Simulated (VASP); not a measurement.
VASP ran on this input.

**KPOINTS**
```
Regular mesh
0
Gamma
  5 5 5
```

POSCAR:
```
NiSi2
1
    0.0000000000     2.6902320000     2.7503790000
    2.7133950000     0.0000000000     2.7503790000
    2.7133950000     2.6902320000     0.0000000000
Si Ni
2 1
Direct
  0.2500000000   0.2500000000   0.2500000000
  0.7500000000   0.7500000000   0.7500000000
 -0.0123180000   0.0123180000   0.0123180000
```

### INCAR
```
SYSTEM = NiSi2
PREC = Accurate; ENCUT = 400; LREAL = .FALSE.
LASPH = .TRUE.
EDIFF = 1E-6; NELM = 100; ALGO = Normal
LMAXMIX = 4
ISMEAR = 1; SIGMA = 0.1
GGA = PE
ISIF = 2
LWAVE = .FALSE.; LCHARG = .FALSE.
```

POTCAR, in this order: Si Ni (PBE.64 set). Program: vasp_std.

Problem. Translate this PBE calculation to Ansatz.

Solution. One equivalent input (not run):
Ansatz 0.2 input:
```yaml
crystal:
  lattice:
    - [0.0000000, 2.6902320, 2.7503790]
    - [2.7133950, 0.0000000, 2.7503790]
    - [2.7133950, 2.6902320, 0.0000000]
  atoms:
    - { symbol: Si, position: [0.2500000, 0.2500000, 0.2500000] }
    - { symbol: Si, position: [0.7500000, 0.7500000, 0.7500000] }
    - { symbol: Ni, position: [-0.0123180, 0.0123180, 0.0123180] }
kpoints:
  mp_grid: { grid: [5, 5, 5] }
hamiltonian:
  xc: pbe
  pseudopotentials: { kind: paw }
scf:
  occupations: { method: methfessel_paxton, width: 0.1 }
  max_iter: 100
output: { forces: true, stress: true, eigenvalues: true }
```
The two are equivalent in intent, not identical: each code has its own PAW files, so the cut-off isn't converted (ENCUT is set for VASP's; basis.ecutwfc is left out, and Ansatz then takes the one that its files recommend); Ansatz stops its SCF on the density residual and VASP on the energy change (EDIFF).

The compound is NiSi2 in the fluorite structure. The cell was not relaxed at this level, atoms are displaced from their ideal sites. The k-mesh is coarse (spacing up to 0.40 per Å, 2π included), so the numbers may not be converged in it. The run is one of a series of settings (KPOINTS 5×5×5 Γ-centred mesh against the base run), some of them coarse on purpose.
